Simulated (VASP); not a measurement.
```
Al3Sc
1.0
    4.08781     0.00000     0.00000
    0.00000     4.08781     0.00000
    0.00000     0.00000     4.08781
Sc Al
1 3
Direct
  0.00000   0.00000   0.00000
  0.50000   0.00000   0.50000
  0.00000   0.50000   0.50000
  0.50000   0.50000   0.00000
```

Calculation: PBE GGA with D3 dispersion (Becke-Johnson damping), VASP's PBE PAW potentials (set 64) (plane waves; VASP). Numerical set-up: 300 eV cut-off, 7×7×7 Γ-centred mesh, first-order Methfessel-Paxton smearing of 0.050 eV, potentials Sc_sv Al.

At this cut-off the stress carries a Pulay error, which pulls relaxed volumes low. Energy and stress use the plane-wave basis of the starting cell.

Task: The ions, cell shape and volume are relaxed. Predict the relaxed structure.

Result: 
```
Al3Sc
1.0
    4.04588     0.00000     0.00000
    0.00000     4.04588     0.00000
    0.00000     0.00000     4.04588
Sc Al
1 3
Direct
  0.00000   0.00000   0.00000
  0.50000   0.00000   0.50000
  0.00000   0.50000   0.50000
  0.50000   0.50000   0.00000
```
Space group Pm-3m (221), at a tolerance of 0.03 Å.

Task: How do energy and volume change from the first to the last step?

Result: The energy (σ→0) changes by -4.6 meV/atom and the volume by -3.0 %, in 3 ionic steps.

```
step  E(σ→0) (eV)  max force (eV/Å)  pressure (GPa)  volume (Å³)
----  -----------  ----------------  --------------  -----------
1        -20.7966             0.000           -2.75        68.31
2        -20.8123             0.000            1.17        65.45
3        -20.8150             0.000            0.02        66.23
```

The structure comes from a computed database's ScAl3 entry; how it stands against other phases isn't given here. This run relaxes it. Symmetry was kept, so distortions that lower it aren't found. The run is one of a series of settings (EDIFFG = -0.01, IBRION = 2, ISIF = 3, IVDW = 12, NSW = 50 against the base run), some of them coarse on purpose.
